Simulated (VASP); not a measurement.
Consider the following.

```xyz
2
Lattice="0.0000 2.9073 2.9073 2.9073 0.0000 2.9073 2.9073 2.9073 0.0000" Properties=species:S:1:pos:R:3 pbc="T T T"
Ag     2.9073     2.9073     0.0000
Br     2.9073     2.9073     2.9073
```

These are rev-vdW-DF2, VASP's PBE PAW potentials (set 64) (plane waves; VASP) values and carry that method's errors. Settings: 520 eV cut-off, 8×8×8 Γ-centred mesh, Gaussian smearing of 0.050 eV, potentials Ag Br.

Q: Estimate the energy per atom (σ→0), pressure, band gap (on the k-mesh) with the smallest direct gap where there is one.

A: 
```yaml
band gap (on the k-mesh): 0.59 eV
smallest direct gap (on the k-mesh): 2.36 eV
energy per atom (σ→0): -0.407 eV/atom
pressure: -1.28 GPa
```

The absolute energy has meaning only against runs of the same code, potentials and settings.

The compound is AgBr in the rock salt structure. This cell is one point of a volume scan, at 1.03 of the reference volume.
